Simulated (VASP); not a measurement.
# A VASP study of Lanthanum (r2SCAN): structure first, properties next, part 2 of 2

How well does r2SCAN reproduce what experiment finds for Lanthanum? The cell is relaxed first, and properties follow on it. The start is a cell from a database of measured crystal structures.

VASP 6.6.1; r2SCAN; plane waves and PAW (La).

Still holding for the runs below: The k-mesh is coarse for a metal.

So far. Step 11 (Volume scan with r2SCAN (run 6)): The pressure falls from -0.46 to -0.89 GPa. Step 11 (Volume scan with r2SCAN (run 6)): The run ends at a pressure of -0.89 GPa.

**12. Volume scan with r2SCAN (run 7)**

A prediction first. A least-squares parabola for the 6 pressures of evenly scaled cells so far, P = 0.00 -24.5 t +44 t² GPa with t = ln(V/V₁) and V₁ the volume at scale 1, gives -1.28 GPa at t = +0.0583.

The input, INCAR:

```
SYSTEM = La
PREC = Accurate
ENCUT = 400
EDIFF = 1E-06
NELM = 100
ISMEAR = 1
SIGMA = 0.2
LREAL = .FALSE.
ALGO = Normal
METAGGA = R2SCAN
LASPH = .TRUE.
NBANDS = 28
LORBIT = 11
LWAVE = .FALSE.
LCHARG = .FALSE.
KPAR = 4
ISIF = 2
```

The input, POSCAR:

```
La
1.0
    3.8306966458      0.0000000000      0.0000000000
   -1.9153483228      3.3174806094      0.0000000000
    0.0000000000      0.0000000000     12.3681558825
La
4
Direct
    0.0000000000      0.0000000000      0.0000000000
    0.0000000000      0.0000000000      0.5000000000
    0.3333333333      0.6666666667      0.7500000000
    0.6666666667      0.3333333333      0.2500000000
```

The input, KPOINTS:

```
Automatic mesh
0
Gamma
7 7 2
0 0 0
```

PAW data sets: La (PBE family, release 64).

Started as:

```
$ mpirun -np 4 vasp_std
```

Elapsed: 54 s, on 4 MPI ranks of Intel Xeon Platinum 8488C (Sapphire Rapids), shared host; peak memory 1 GiB.

The pressure falls from -0.89 to -1.29 GPa. The parabola predicted -1.28 GPa, +0.01 GPa off.

**13. The series together**

Times are for 4 MPI ranks of Intel Xeon Platinum 8488C (Sapphire Rapids), shared host. The series side by side:

| no. | volume scale | energy above the lowest point (meV/atom) | pressure (GPa) | time | memory (GiB) |
| --- | --- | --- | --- | --- | --- |
| 1 | 0.94 | 11.9 | 1.690 | 35 s | 0.92 |
| 2 | 0.96 | 5.31 | 1.078 | 41 s | 0.91 |
| 3 | 0.98 | 1.43 | 0.5174 | 36 s | 0.93 |
| 4 | 1 | 0 | 0.004856 | 54 s | 1.0 |
| 5 | 1.02 | 0.96 | -0.4622 | 66 s | 1.0 |
| 6 | 1.04 | 4.02 | -0.8913 | 52 s | 1.0 |
| 7 | 1.06 | 9.02 | -1.285 | 54 s | 1.0 |

**14. Fit for r2SCAN**

This step: Birch-Murnaghan fit, r2SCAN; plane waves and PAW (VASP 6.6.1).

This step runs nothing: it gathers the runs above.

This step gave:

```yaml
pressure_derivative_of_the_bulk_modulus: 2.991
r_m_s_error_of_the_fit: 1.48e-5 eV/atom
minimum_inside_the_sampled_range: yes
bulk_modulus: 24.81 GPa
equilibrium_volume_of_the_fit: 37.14 Å³/atom
```

Energy above the fitted minimum against volume:

| volume (Å³/atom) | energy above the fitted minimum (eV/atom) |
| --- | --- |
| 34.85 | 0.0119 |
| 35.59 | 0.00529 |
| 36.33 | 0.00141 |
| 37.07 | -2.1e-5 |
| 37.81 | 9.4e-4 |
| 38.55 | 0.00400 |
| 39.29 | 0.00900 |

The fit over cells of fixed shape and fractional positions puts the volume +0.18 % from the relaxed one. At a finite cutoff and mesh the minimum of the energy and the zero of the stress don't quite coincide, and the relaxation stops at a threshold.

**15. Band structure (r2SCAN) with a changed input**

This step: r2SCAN; plane waves and PAW (La) (VASP 6.6.1).

The mesh alone shows little of the dispersion and can miss band extrema, so KPOINTS_OPT adds a path through the symmetry points after the self-consistent cycle. Some settings are moved from the usual, to see what they do.

The input, INCAR:

```
SYSTEM = La
PREC = Accurate
ENCUT = 400
EDIFF = 1E-06
NELM = 100
ISMEAR = 0
SIGMA = 0.1
LREAL = .FALSE.
ALGO = Normal
METAGGA = R2SCAN
LASPH = .TRUE.
NBANDS = 36
LORBIT = 11
LWAVE = .FALSE.
LCHARG = .FALSE.
KPAR = 4
```

The input, POSCAR:

```
La
1.0
    3.7570110551      0.0000000000      0.0000000000
   -1.8785055275      3.2536670160      0.0000000000
    0.0000000000      0.0000000000     12.1302474925
La
4
Direct
    0.0000000000      0.0000000000      0.0000000000
    0.0000000000      0.0000000000      0.5000000000
    0.3333333333      0.6666666667      0.7500000000
    0.6666666667      0.3333333333      0.2500000000
```

The input, KPOINTS:

```
Automatic mesh
0
Gamma
2 2 1
0 0 0
```

The input, KPOINTS_OPT:

```
Line mode
16
Line-mode
Reciprocal
  0.00000000   0.00000000   0.00000000 GAMMA
  0.50000000   0.00000000   0.00000000 M

  0.50000000   0.00000000   0.00000000 M
  0.33333333   0.33333333   0.00000000 K

  0.33333333   0.33333333   0.00000000 K
  0.00000000   0.00000000   0.00000000 GAMMA

  0.00000000   0.00000000   0.00000000 GAMMA
  0.00000000   0.00000000   0.50000000 A

  0.00000000   0.00000000   0.50000000 A
  0.50000000   0.00000000   0.50000000 L

  0.50000000   0.00000000   0.50000000 L
  0.33333333   0.33333333   0.50000000 H

  0.33333333   0.33333333   0.50000000 H
  0.00000000   0.00000000   0.50000000 A

  0.50000000   0.00000000   0.50000000 L
  0.50000000   0.00000000   0.00000000 M

  0.33333333   0.33333333   0.00000000 K
  0.33333333   0.33333333   0.50000000 H
```

Started as:

```
$ mpirun -np 4 vasp_std
```

It took 16 min on 4 MPI ranks; peak memory 0.99 GiB.

The run converged; its settings lie outside those of the reference runs, so its numbers are set aside.

Against the sound run on this cell (band structure (r2SCAN)) the energy at zero smearing moves by -1019.2 meV an atom and the pressure by -6.97 GPa.

Settings moved from the usual: k-mesh = 2×2×1, ISMEAR = 0 and SIGMA = 0.1. KPOINTS differs too.

The mesh holds 2 irreducible points against 16.

**16. Summary of results**

```json
{
 "relaxed volume": "37.07 Å³/atom",
 "relaxed conventional cell a, b, c": "3.757, 3.757, 12.130 Å; angles 90.0, 90.0, 120.0°",
 "space group after relaxing, within 0.02 Å": "P6_3/mmc (No. 194)",
 "band gap": "none, a metal",
 "DOS at the Fermi level": "8.87 states/eV/cell",
 "bulk modulus from the fit": "24.8 GPa",
 "volume from the fit": "37.1 Å³/atom"
}
```

In words: With r2SCAN, Lanthanum relaxes to 37.07 Å³/atom in space group P6_3/mmc (held by the symmetry of the run), comes out as a metal and has a bulk modulus of 24.8 GPa. Against the listed cell the volume lies -0.9 % (a -0.3 %, c -0.2 %). Band structure (r2SCAN): Of the bands kept, 4 cross the Fermi level on this path. Spin-orbit coupling is left out, and with elements this heavy it would split and shift bands near the Fermi level. The k-sampling is coarse for a metal, so the Fermi level, pressures and the shape of the cell carry errors. No search among competing phases was made. All values are for a static lattice at zero temperature.

Computed beside measured:

| quantity | measured | r2SCAN |
| --- | --- | --- |
| lattice constant a (Å) | 3.772 | 3.757 (-0.4 %) |
| lattice constant c (Å) | not in our table of this source | 12.130 |

Measured values from pmc:6068614 (2018).

**Verdict.** The lattice constant a is off by -0.4 %: good agreement. The grades are ours: good and fair within 0.7 and 1.5 % for the lattice constant a. For lattice constants the calculation has a static lattice, without zero-point motion or thermal expansion.

[Lines on the potential files, build, host, timing and source positions are cut from VASP's logs without a mark.]

[Logs are printed without paths, hosts, clocks, repeated set-up lines and the standing remarks that a program may print on its own settings, such as how far it seeks lower states.]

[Hosts, paths, dates, database ids (printed as entryN), source tags and the programs' standing remarks are cut or masked in the printed files.]

[A measured line is paired with the nearest computed mode of its activity, which favours agreement.]

[In band tables of VASP the shares of atoms and orbitals are scaled to a sum of 1 inside the atoms' spheres.]
